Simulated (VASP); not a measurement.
A VASP calculation is set up with these files.

### KPOINTS
```
Automatic mesh
0
Gamma
2 1 2
0 0 0
```

File POSCAR:
```
CsPbBr3
12.0570940
  0.7116688316   0.0000000000   0.0000000000
  0.0000000000   1.0000000000   0.0000000000
  0.0000000000   0.0000000000   0.6819716260
Cs Pb Br
4 4 12
direct
  0.4398400000   0.2500000000   0.5194500000
  0.5601600000   0.7500000000   0.4805500000
  0.0601600000   0.7500000000   0.0194500000
  0.9398400000   0.2500000000   0.9805500000
  0.0000000000   0.5000000000   0.5000000000
  0.5000000000   0.5000000000   0.0000000000
  0.5000000000   0.0000000000   0.0000000000
  0.0000000000   0.0000000000   0.5000000000
  0.9937400000   0.7500000000   0.5596700000
  0.0062600000   0.2500000000   0.4403300000
  0.5062600000   0.2500000000   0.0596700000
  0.4937400000   0.7500000000   0.9403300000
  0.2010200000   0.0317000000   0.8027900000
  0.7989800000   0.9683000000   0.1972100000
  0.2989800000   0.9683000000   0.3027900000
  0.7010200000   0.0317000000   0.6972100000
  0.7010200000   0.4683000000   0.6972100000
  0.2989800000   0.5317000000   0.3027900000
  0.7989800000   0.5317000000   0.1972100000
  0.2010200000   0.4683000000   0.8027900000
```

**INCAR**
```
SYSTEM = CsPbBr3
PREC = Accurate; ENCUT = 300; LREAL = Auto
LASPH = .TRUE.
EDIFF = 1E-6; NELM = 100; ALGO = Normal
LMAXMIX = 4
ISMEAR = 0; SIGMA = 0.01
GGA = PE
ISIF = 2
LWAVE = .FALSE.; LCHARG = .FALSE.
```

POTCAR, in this order: Cs_sv Pb_d Br (PBE.64 set). Program: vasp_std.

Write an equivalent input for Ansatz.

One equivalent input (not run):
Ansatz 0.2 input:
```yaml
crystal:
  lattice:
    - [8.5806580, 0.0000000, 0.0000000]
    - [0.0000000, 12.0570940, 0.0000000]
    - [0.0000000, 0.0000000, 8.2225960]
  atoms:
    - { symbol: Cs, position: [0.4398400, 0.2500000, 0.5194500] }
    - { symbol: Cs, position: [0.5601600, 0.7500000, 0.4805500] }
    - { symbol: Cs, position: [0.0601600, 0.7500000, 0.0194500] }
    - { symbol: Cs, position: [0.9398400, 0.2500000, 0.9805500] }
    - { symbol: Pb, position: [0.0000000, 0.5000000, 0.5000000] }
    - { symbol: Pb, position: [0.5000000, 0.5000000, 0.0000000] }
    - { symbol: Pb, position: [0.5000000, 0.0000000, 0.0000000] }
    - { symbol: Pb, position: [0.0000000, 0.0000000, 0.5000000] }
    - { symbol: Br, position: [0.9937400, 0.7500000, 0.5596700] }
    - { symbol: Br, position: [0.0062600, 0.2500000, 0.4403300] }
    - { symbol: Br, position: [0.5062600, 0.2500000, 0.0596700] }
    - { symbol: Br, position: [0.4937400, 0.7500000, 0.9403300] }
    - { symbol: Br, position: [0.2010200, 0.0317000, 0.8027900] }
    - { symbol: Br, position: [0.7989800, 0.9683000, 0.1972100] }
    - { symbol: Br, position: [0.2989800, 0.9683000, 0.3027900] }
    - { symbol: Br, position: [0.7010200, 0.0317000, 0.6972100] }
    - { symbol: Br, position: [0.7010200, 0.4683000, 0.6972100] }
    - { symbol: Br, position: [0.2989800, 0.5317000, 0.3027900] }
    - { symbol: Br, position: [0.7989800, 0.5317000, 0.1972100] }
    - { symbol: Br, position: [0.2010200, 0.4683000, 0.8027900] }
kpoints:
  mp_grid: { grid: [2, 1, 2] }
hamiltonian:
  xc: pbe
  pseudopotentials: { kind: paw }
scf:
  occupations: { method: gaussian, width: 0.01 }
  max_iter: 100
output: { forces: true, stress: true, eigenvalues: true }
```
The two are equivalent in intent, not identical: each code has its own PAW files, so the cut-off isn't converted (ENCUT is set for VASP's; basis.ecutwfc is left out, and Ansatz then takes the one that its files recommend); Ansatz stops its SCF on the density residual and VASP on the energy change (EDIFF).

The structure comes from a computed database's CsPbBr3 entry; how it stands against other phases isn't given here. The cell was not relaxed at this level. The k-mesh is coarse (spacing up to 0.52 per Å, 2π included), so the numbers may not be converged in it.
